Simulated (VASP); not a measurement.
These are r2SCAN meta-GGA, VASP's PBE PAW potentials (set 64) (plane waves; VASP 6.6.1) values and carry that method's errors.

The input files of a VASP run:

KPOINTS:
```
Automatic mesh
0
Gamma
12 12 12
0 0 0
```

### INCAR
```
LCHARG = F
LMIXTAU = T
ENCUT = 480   # plane-wave cut-off (eV)
LMAXMIX = 4   # l cut-off of mixed one-centre charges
SYSTEM = GaNi
LWAVE = F
METAGGA = R2SCAN
PREC = Accurate
NELM = 100
SIGMA = 0.1   # width (eV)
EDIFF = 1E-7
ISIF = 2
ISMEAR = 1
ALGO = Normal
LREAL = F   # projection in real space or not
LASPH = T
```

File POSCAR:
```
GaNi
1
    2.8740631985    -0.0000000000    -0.0000000000
   -0.0000000000     2.8740631985    -0.0000000000
    0.0000000000    -0.0000000000     2.8740631985
Ga Ni
1 1
Direct
  0.0000000000   0.0000000000   0.0000000000
  0.5000000000   0.5000000000   0.5000000000
```

POTCAR, in this order: Ga_d Ni (PBE.64 set). Program: vasp_std.

Output

**OUTCAR**
```
 ion  position               nearest neighbor table
   1  0.000  0.000  0.000-   2 2.49   2 2.49   2 2.49   2 2.49   2 2.49   2 2.49   2 2.49   2 2.49
  LATTYP: Found a simple cubic cell.
 ALAT       =     2.8740631985
 Subroutine PRICEL returns:
 Original cell was already a primitive cell.
 Subroutine GETGRP returns: Found 48 space group operations
The static configuration has the point symmetry O_h .
The dynamic configuration has the point symmetry O_h .
 Subroutine INISYM returns: Found 48 space group operations
 Subroutine IBZKPT returns following result:
 Found     84 irreducible k-points:

 Following reciprocal coordinates:
            Coordinates               Weight
  0.000000  0.000000  0.000000      1.000000
  0.083333  0.000000  0.000000      6.000000
  0.166667  0.000000  0.000000      6.000000
  0.250000  0.000000  0.000000      6.000000
  0.333333  0.000000  0.000000      6.000000
  0.416667  0.000000  0.000000      6.000000
  0.500000  0.000000  0.000000      3.000000
  0.083333  0.083333  0.000000     12.000000
  0.166667  0.083333  0.000000     24.000000
  0.250000  0.083333  0.000000     24.000000
...
```

### OSZICAR
```
       N       E                     dE             d eps       ncg     rms          rms(c)
DAV:   1     0.761557643938E+02    0.76156E+02   -0.11587E+04  2712   0.270E+03
DAV:   2    -0.230356870371E+02   -0.99191E+02   -0.97359E+02  2618   0.348E+02
DAV:   3    -0.273696988411E+02   -0.43340E+01   -0.43008E+01  2933   0.800E+01
DAV:   4    -0.274173374381E+02   -0.47639E-01   -0.47634E-01  3285   0.828E+00
DAV:   5    -0.274184718708E+02   -0.11344E-02   -0.11344E-02  3011   0.111E+00    0.947E+00
DAV:   6    -0.259933614345E+02    0.14251E+01   -0.26749E+01  2594   0.804E+01    0.125E+01
DAV:   7    -0.241145581582E+02    0.18788E+01   -0.71004E+00  2576   0.485E+01    0.164E+00
DAV:   8    -0.241709613366E+02   -0.56403E-01   -0.62959E-01  3497   0.102E+01    0.179E+00
DAV:   9    -0.241331359025E+02    0.37825E-01   -0.14209E-01  2781   0.602E+00    0.227E-01
DAV:  10    -0.241393076754E+02   -0.61718E-02   -0.18217E-02  3575   0.159E+00    0.246E-01
DAV:  11    -0.241391652612E+02    0.14241E-03   -0.13702E-03  3306   0.511E-01    0.125E-01
DAV:  12    -0.241390153191E+02    0.14994E-03   -0.49273E-04  3275   0.349E-01    0.339E-02
DAV:  13    -0.241390402254E+02   -0.24906E-04   -0.76669E-05  2870   0.921E-02    0.197E-03
DAV:  14    -0.241390390401E+02    0.11853E-05   -0.30823E-06  2923   0.196E-02    0.159E-03
DAV:  15    -0.241390379278E+02    0.11123E-05   -0.56601E-07  3102   0.102E-02    0.266E-03
DAV:  16    -0.241390370225E+02    0.90534E-06   -0.55380E-07  3053   0.122E-02    0.221E-04
DAV:  17    -0.241390367552E+02    0.26728E-06   -0.19676E-08  1386   0.168E-03    0.123E-04
DAV:  18    -0.241390366841E+02    0.71168E-07   -0.32918E-09  1414   0.814E-04
   1 F= -.24139037E+02 E0= -.24138695E+02  d E =-.102362E-02
```

File OUTCAR:
```
------------------------ aborting loop because EDIFF is reached ----------------------------------------
  FORCE on cell =-STRESS in cart. coord.  units (eV):
  Direction    XX          YY          ZZ          XY          YZ          ZX
  --------------------------------------------------------------------------------------
  Total        0.1374869      0.1374869      0.1374869     -0.0000000      0.0000000     -0.0000000
  in kB        9.2786131      9.2786131      9.2786131     -0.0000000      0.0000000     -0.0000000
  external PRESSURE =       9.2786131 kB  Pullay stress =       0.0000000 kB
  volume of cell :       23.74
      direct lattice vectors                 reciprocal lattice vectors
     2.874063199  0.000000000  0.000000000     0.347939461  0.000000000  0.000000000
     0.000000000  2.874063199  0.000000000     0.000000000  0.347939461  0.000000000
     0.000000000  0.000000000  2.874063199     0.000000000  0.000000000  0.347939461
 POSITION                                       TOTAL-FORCE (eV/Angst)
 -----------------------------------------------------------------------------------
      0.00000      0.00000      0.00000         0.000000      0.000000      0.000000
      1.43703      1.43703      1.43703         0.000000      0.000000      0.000000
 -----------------------------------------------------------------------------------
    total drift:                                0.000000      0.000000     -0.000000
  FREE ENERGIE OF THE ION-ELECTRON SYSTEM (eV)
  ---------------------------------------------------
  free  energy   TOTEN  =       -24.1390366841 eV

  energy  without entropy=      -24.1380130649  energy(sigma->0) =      -24.13869548
```
(Selected blocks of OUTCAR.)

The structure comes from a computed database's GaNi entry (Pm-3m); how it stands against other phases isn't given here. It was relaxed first. The run is not spin-polarised, so no magnetic state was tried. The electron count is odd and the run is not spin-polarised, which forces a metal.
